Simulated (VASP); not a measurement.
VASP runs on Y3Be (space group I4/mmm) share one base input (PBE GGA, plane waves, VASP's PBE PAW potentials (set 64)) and change the settings named in each case.

File POSCAR:
```
Y3Be
1
   -2.3736800000     2.3736800000     5.2872380000
    2.3736800000    -2.3736800000     5.2872380000
    2.3736800000     2.3736800000    -5.2872380000
Y Be
3 1
Direct
  0.5000000000   0.5000000000   0.0000000000
  0.7500000000   0.2500000000   0.5000000000
  0.2500000000   0.7500000000   0.5000000000
  0.0000000000   0.0000000000   0.0000000000
```

### INCAR
```
SYSTEM = Y3Be
PREC = Accurate
ENCUT = 300
EDIFF = 1E-6
NELM = 100
ALGO = Normal
LREAL = .FALSE.
LASPH = .TRUE.
ISMEAR = -1
SIGMA = 0.136
GGA = PE
LMAXMIX = 4
LWAVE = .FALSE.
LCHARG = .FALSE.
ISIF = 2
```

File KPOINTS:
```
Automatic mesh
0
Gamma
5 5 5
0 0 0
```

POTCAR, in this order: Y_sv Be (PBE.64 set). Program: vasp_std.

```tsv
change	E(σ→0) (eV/atom)	pressure (GPa)	−TS (eV)
base run	-5.3889	-4.67	-0.3940
GGA = PS	-5.7093	(withheld)	(withheld)
GGA_COMPAT = .FALSE., LNONCOLLINEAR = .TRUE., LSORBIT = .TRUE., MAGMOM = 0.0 0.0 0.0 0.0 0.0 0.0 0.0 0.0 0.0 0.0 0.0 0.0, program vasp_ncl	-5.4255	(withheld)	(withheld)
KPOINTS 3×3×3 Γ-centred mesh	-5.3852	-4.53	-0.4181
```

Question: Some entries are withheld; supply them.

Answer: 
- GGA_COMPAT = .FALSE., LNONCOLLINEAR = .TRUE., LSORBIT = .TRUE., MAGMOM = 0.0 0.0 0.0 0.0 0.0 0.0 0.0 0.0 0.0 0.0 0.0 0.0, program vasp_ncl, pressure (GPa): -4.69
- GGA_COMPAT = .FALSE., LNONCOLLINEAR = .TRUE., LSORBIT = .TRUE., MAGMOM = 0.0 0.0 0.0 0.0 0.0 0.0 0.0 0.0 0.0 0.0 0.0 0.0, program vasp_ncl, −TS (eV): -0.3938
- GGA = PS, pressure (GPa): -6.22
- GGA = PS, −TS (eV): -0.3969

Energies of different potentials or functionals have different zeros.  At 300 eV the pressure can carry a Pulay error.

Left out are runs that ran out of time, are held back, or changed the cell or the kind of run, fixed moments of cells without a moment, rows past the twelfth, gaps on odd meshes, pressures of charged cells and columns that move by less than the noise.

The structure was generated: Y3Be was put into an ordered model structure, which need not be its known phase. The cell was not relaxed at this level.
